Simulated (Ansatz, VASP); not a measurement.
# Two plane-wave programs on SiF

INCAR

```
SYSTEM = SiF
  PREC = Accurate
  ENCUT = 520
  EDIFF = 1E-6
  ISMEAR = 0
  SIGMA = 0.1
  LREAL = .False.
  LASPH = .True.
  NELM = 80
  ALGO = Normal
  ISIF = 2
  LWAVE = .False.
  LCHARG = .False.
  GGA = PE
  NBANDS = 26
```

File KPOINTS:

```
regular mesh
0
Gamma
  4 4 4
  0 0 0
```

File POSCAR:

```
SiF
1.0
    4.5458906800      0.0000000000      0.0000000000
    0.0000000000      4.5458906800      0.0000000000
    0.0000000000      0.0000000000      4.5458906800
Si F
3 3
Direct
    0.5000000000      0.0000000000      0.0000000000
    0.0000000000      0.5000000000      0.0000000000
    0.0000000000      0.0000000000      0.5000000000
    0.0000000000      0.5000000000      0.5000000000
    0.5000000000      0.0000000000      0.5000000000
    0.5000000000      0.5000000000      0.0000000000
```

Input for Ansatz:

```yaml
crystal:
  lattice:
    - [4.54589068, 0.0, 0.0]
    - [0.0, 4.54589068, 0.0]
    - [0.0, 0.0, 4.54589068]
  atoms:
    - { symbol: Si, position: [0.5, 0.0, 0.0] }
    - { symbol: Si, position: [0.0, 0.5, 0.0] }
    - { symbol: Si, position: [0.0, 0.0, 0.5] }
    - { symbol: F, position: [0.0, 0.5, 0.5] }
    - { symbol: F, position: [0.5, 0.0, 0.5] }
    - { symbol: F, position: [0.5, 0.5, 0.0] }
basis:
  ecutwfc: 420
kpoints:
  mp_grid: { grid: [4, 4, 4] }
hamiltonian:
  xc: pbe
scf:
  occupations: { method: gaussian, width: 0.1 }
  lower_state_search: "off"
output:
  forces: true
  stress: true
  eigenvalues: true
```

Alike in both runs: task single point; functional PBE; k mesh 4 × 4 × 4; occupations gaussian, width 0.1 eV; no spin polarisation.

|  | VASP | Ansatz |
| --- | --- | --- |
| version | VASP 6.6.1 | Ansatz 0.2.0 |
| potentials or method | VASP PAW PBE potentials, release 64 (Si, F) | scalar-relativistic, plane waves, PAW |
| plane-wave cutoff (eV) | 520 | 420 |
| valence electrons in the cell | 33 | 33 |

```tsv
	VASP	Ansatz	Ansatz less VASP
gap on the k mesh at the Fermi level (eV)	none	none	-
pressure (GPa)	-1.4	-1.2	+0.18
```

A gap of «none» marks a metal or a gap that the smearing closes. The functional is the same, so the differences come from potentials, cutoffs and numerics.

Caveats: an odd number of electrons without spin polarisation forces a metal; a magnetic or distorted state may lie lower.
